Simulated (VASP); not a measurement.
An input for Quantum ESPRESSO's pw.x (written as the equivalent of a VASP run, and not itself run):

```
&CONTROL
  calculation = 'vc-relax'
  pseudo_dir = './pseudo'
  outdir = './out'
  tprnfor = .true.
  tstress = .true.
  nstep = 50
  forc_conv_thr = 0.00039
/
&SYSTEM
  ibrav = 0
  nat = 2
  ntyp = 2
  ecutwfc = 74
  occupations = 'smearing'
  smearing = 'gaussian'
  degauss = 0.000735
  input_dft = 'pbe'
/
&ELECTRONS
  conv_thr = 7.3e-06
  electron_maxstep = 100
/
&IONS
/
&CELL
/
ATOMIC_SPECIES
  K 39.098 K.upf
  Cl 35.450 Cl.upf
CELL_PARAMETERS angstrom
     0.0000000    3.2147610    3.2147610
     3.2147610    0.0000000    3.2147610
     3.2147610    3.2147610    0.0000000
ATOMIC_POSITIONS crystal
  K    0.0000000  0.0000000  0.0000000
  Cl   0.5000000  0.5000000  0.5000000
K_POINTS automatic
  4 4 4 1 1 1
```

### Question
Write the VASP files for the same calculation (PBE).

### Answer
Several could match; the one computed here: 
POSCAR:
```
KCl
1
    0.0000000000     3.2147610000     3.2147610000
    3.2147610000     0.0000000000     3.2147610000
    3.2147610000     3.2147610000     0.0000000000
K Cl
1 1
Direct
  0.0000000000   0.0000000000   0.0000000000
  0.5000000000   0.5000000000   0.5000000000
```

INCAR:
```
SYSTEM = KCl
PREC = Accurate; ENCUT = 150; LREAL = .False.
LASPH = .True.
EDIFF = 1E-04; NELM = 100; ALGO = Normal
ISMEAR = 0; SIGMA = 0.01
GGA = PE
IBRION = 2; NSW = 50; ISIF = 3
EDIFFG = -0.01
LWAVE = .False.; LCHARG = .False.
```

### KPOINTS
```
kpoints
0
gamma
  4 4 4
0.5 0.5 0.5
```

POTCAR, in this order: K_sv Cl (PBE.64 set). Program: vasp_std.

What does not carry over: the potentials are each code's own (VASP's PAW set, PseudoDojo norm-conserving files in pw.x), so ENCUT and ecutwfc are chosen apart and not converted; conv_thr bounds pw.x's estimated SCF error, while EDIFF bounds the energy change between steps; forc_conv_thr acts on force components and is met together with etot_conv_thr.

The structure comes from a computed database's KCl entry; how it stands against other phases isn't given here. This run relaxes it. Symmetry was kept, so distortions that lower it aren't found. The k-mesh is coarse (spacing up to 0.48 per Å, 2π included), so the numbers may not be converged in it. The run is one of a series of settings (EDIFF = 1E-04, EDIFFG = -0.01, ENCUT = 150, IBRION = 2, ISIF = 3, NSW = 50, KPOINTS 4×4×4 Γ-centred mesh shifted by (0.5, 0.5, 0.5) against the base run), some of them coarse on purpose.
